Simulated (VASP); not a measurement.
Output of a VASP run:

OUTCAR:
```
 ion  position               nearest neighbor table
   1  0.000  0.000  0.000-   2 2.62   2 2.62   2 2.62   2 2.62
   2  0.250  0.250  0.250-   1 2.62   1 2.62   1 2.62   1 2.62
  LATTYP: Found a face centered cubic cell.
 ALAT       =     6.0500000000
 Subroutine PRICEL returns:
 Original cell was already a primitive cell.
 Subroutine GETGRP returns: Found 24 space group operations
The static configuration has the point symmetry T_d .
The dynamic configuration has the point symmetry T_d .
 Subroutine INISYM returns: Found 24 space group operations
 Subroutine IBZKPT returns following result:
 Found     10 irreducible k-points:

 Following reciprocal coordinates:
            Coordinates               Weight
  0.000000  0.000000  0.000000      1.000000
  0.200000  0.000000  0.000000      8.000000
  0.400000  0.000000  0.000000      8.000000
  0.200000  0.200000  0.000000      6.000000
  0.400000  0.200000  0.000000     24.000000
 -0.400000  0.200000  0.000000     24.000000
 -0.200000  0.200000  0.000000     12.000000
  0.400000  0.400000  0.000000      6.000000
 -0.400000  0.400000  0.000000     12.000000
 -0.400000  0.400000  0.200000     24.000000
   k-points           NKPTS =     10   k-points in BZ     NKDIM =     10   number of bands    NBANDS=     13
   number of dos      NEDOS =    301   number of ions     NIONS =      2
   total plane-waves  NPLWV =  13824
   dimension x,y,z NGX =    24 NGY =   24 NGZ =   24
   dimension x,y,z NGXF=    48 NGYF=   48 NGZF=   48
   ions per type =               1   1
   PREC   = accura    normal or accurate (medium, high low for compatibility)
   ISTART =      0    job   : 0-new  1-cont  2-samecut
   ICHARG =      2    charge: 1-file 2-atom 10-const
   ISPIN  =      1    spin polarized calculation?
   LNONCOLLINEAR =      F non collinear calculations
   LSORBIT =      F    spin-orbit coupling
   INIWAV =      1    electr: 0-lowe 1-rand  2-diag
   ENCUT  =  300.0 eV  22.05 Ry    4.70 a.u.   6.04  6.04  6.04*2*pi/ulx,y,z
   NELM   =    100;   NELMIN=  2; NELMDL= -5     # of ELM steps
   EDIFF  = 0.1E-05   stopping-criterion for ELM
   LREAL  =      F    real-space projection
   NLSPLINE    = F    spline interpolate recip. space projectors
   LMAXMIX     =    4 max onsite mixed and CHGCAR
   VOSKOWN=      0    Vosko Wilk Nusair interpolation
   EDIFFG = 0.1E-04   stopping-criterion for IOM
   NSW    =      0    number of steps for IOM
   NBLOCK =      1;   KBLOCK =      1    inner block; outer block
   IBRION =     -1    ionic relax: 0-MD 1-quasi-New 2-CG
   NFREE  =      0    steps in history (QN), initial steepest desc. (CG)
   ISIF   =      2    stress and relaxation
   ISYM   =      2    0-nonsym 1-usesym 2-fastsym
   TEIN   =    0.0    initial temperature
   TEBEG  =    0.0;   TEEND  =   0.0 temperature during run
   SMASS  =  -3.00    Nose mass-parameter (am)
   PSTRESS=    0.0 pullay stress
   NELECT =      18.0000    total number of electrons
   EFERMI =   0.00;   METHOD = LEGACY
   ISMEAR =    -1;   SIGMA  =   0.01  broadening in eV -4-tet -1-fermi 0-gaus
   IALGO  =     38    algorithm
   LDIAG  =      T    sub-space diagonalisation (order eigenvalues)
   IMIX   =      4    mixing-type and parameters
     AMIX     =   0.40;   BMIX     =  1.00
     AMIX_MAG =   1.60;   BMIX_MAG =  1.00
     AMIN     =   0.10
   GGA     = PS    functional components
   VOSKOWN =     0    Vosko Wilk Nusair interpolation
   LHFCALC =     F    Hartree Fock is set to
   LHFONE  =     F    Hartree Fock one center treatment
   AEXX    =    0.0000 exact exchange contribution
   IVDW    =     0    specifies the selected vdW correction
   LEPSILON=     F    determine dielectric tensor
   LRPA    =     F    only Hartree local field effects (RPA)
  energy-cutoff  :      300.00
  volume of cell :       55.36
      direct lattice vectors                 reciprocal lattice vectors
     0.000000000  3.025000000  3.025000000    -0.165289256  0.165289256  0.165289256
     3.025000000  0.000000000  3.025000000     0.165289256 -0.165289256  0.165289256
     3.025000000  3.025000000  0.000000000     0.165289256  0.165289256 -0.165289256
...
```

OSZICAR:
```
       N       E                     dE             d eps       ncg     rms          rms(c)
DAV:   1     0.870670707414E+02    0.87067E+02   -0.58166E+03   260   0.953E+02
DAV:   2    -0.832383705588E+00   -0.87899E+02   -0.81152E+02   260   0.222E+02
DAV:   3    -0.638925395727E+01   -0.55569E+01   -0.54783E+01   360   0.632E+01
DAV:   4    -0.658280015260E+01   -0.19355E+00   -0.19345E+00   292   0.114E+01
DAV:   5    -0.658824493712E+01   -0.54448E-02   -0.54445E-02   353   0.193E+00    0.565E+00
DAV:   6    -0.650016152788E+01    0.88083E-01   -0.49689E+00   268   0.592E+01    0.378E+00
DAV:   7    -0.629069818706E+01    0.20946E+00   -0.10571E+00   285   0.356E+01    0.165E+00
DAV:   8    -0.629455483811E+01   -0.38567E-02   -0.90343E-02   381   0.571E+00    0.615E-01
DAV:   9    -0.628943225639E+01    0.51226E-02   -0.21069E-02   311   0.412E+00    0.261E-01
DAV:  10    -0.628950607358E+01   -0.73817E-04   -0.83272E-04   310   0.218E-01    0.216E-01
DAV:  11    -0.628935927166E+01    0.14680E-03   -0.66716E-04   349   0.806E-01    0.518E-02
DAV:  12    -0.628937259125E+01   -0.13320E-04   -0.15064E-04   410   0.135E-01    0.534E-02
DAV:  13    -0.628937397021E+01   -0.13790E-05   -0.28504E-06   282   0.333E-02    0.333E-02
DAV:  14    -0.628937817141E+01   -0.42012E-05   -0.57966E-06   339   0.528E-02    0.411E-02
DAV:  15    -0.628937443077E+01    0.37406E-05   -0.47702E-06   296   0.703E-02    0.122E-02
DAV:  16    -0.628937368747E+01    0.74330E-06   -0.11348E-06   145   0.320E-02
   1 F= -.62893737E+01 E0= -.62893737E+01  d E =-.258774E-11
```

File OUTCAR:
```
------------------------ aborting loop because EDIFF is reached ----------------------------------------
  FORCE on cell =-STRESS in cart. coord.  units (eV):
  Direction    XX          YY          ZZ          XY          YZ          ZX
  --------------------------------------------------------------------------------------
  Total       -0.9254183     -0.9254183     -0.9254183      0.0000000     -0.0000000     -0.0000000
  in kB      -26.7819716    -26.7819716    -26.7819716      0.0000000     -0.0000000     -0.0000000
  external PRESSURE =     -26.7819716 kB  Pullay stress =       0.0000000 kB
  volume of cell :       55.36
      direct lattice vectors                 reciprocal lattice vectors
     0.000000000  3.025000000  3.025000000    -0.165289256  0.165289256  0.165289256
     3.025000000  0.000000000  3.025000000     0.165289256 -0.165289256  0.165289256
     3.025000000  3.025000000  0.000000000     0.165289256  0.165289256 -0.165289256
  FREE ENERGIE OF THE ION-ELECTRON SYSTEM (eV)
  ---------------------------------------------------
  free  energy   TOTEN  =        -6.2893736875 eV

  energy  without entropy=       -6.2893736875  energy(sigma->0) =       -6.28937369
```
(Selected blocks of OUTCAR.)

### POSCAR
```
CuI
1
    0.0000000000     3.0250000000     3.0250000000
    3.0250000000     0.0000000000     3.0250000000
    3.0250000000     3.0250000000     0.0000000000
Cu I
1 1
Direct
  0.0000000000   0.0000000000   0.0000000000
  0.2500000000   0.2500000000   0.2500000000
```

### Question
Reconstruct the remaining input files.

### Answer
Several could match; the one computed here: the input of the run itself, PBEsol GGA, plane waves, VASP's PBE PAW potentials (set 64).

### KPOINTS
```
Automatic mesh
0
Gamma
5 5 5
0 0 0
```

**INCAR**
```
! general
SYSTEM  = CuI
PREC    = Accurate
ENCUT   = 300   ! plane-wave cut-off (eV)
LREAL   = F   ! projection in real space or not
LASPH   = T

! electronic loop
EDIFF   = 1E-6   ! SCF stop (eV)
NELM    = 100
ALGO    = Normal
LMAXMIX = 4

! smearing
ISMEAR  = -1   ! Fermi-Dirac
SIGMA   = 0.01   ! width (eV)

! functional
GGA     = PS   ! PBEsol

! ions
ISIF    = 2

! output
LWAVE   = F
LCHARG  = F
```

POTCAR, in this order: Cu I (PBE.64 set). Program: vasp_std.

At this cut-off the stress carries a Pulay error, which pulls relaxed volumes low.

The structure is a typed CuI crystal. The cell was not relaxed at this level. The run is one of a series of settings (GGA = PS against the base run), some of them coarse on purpose.
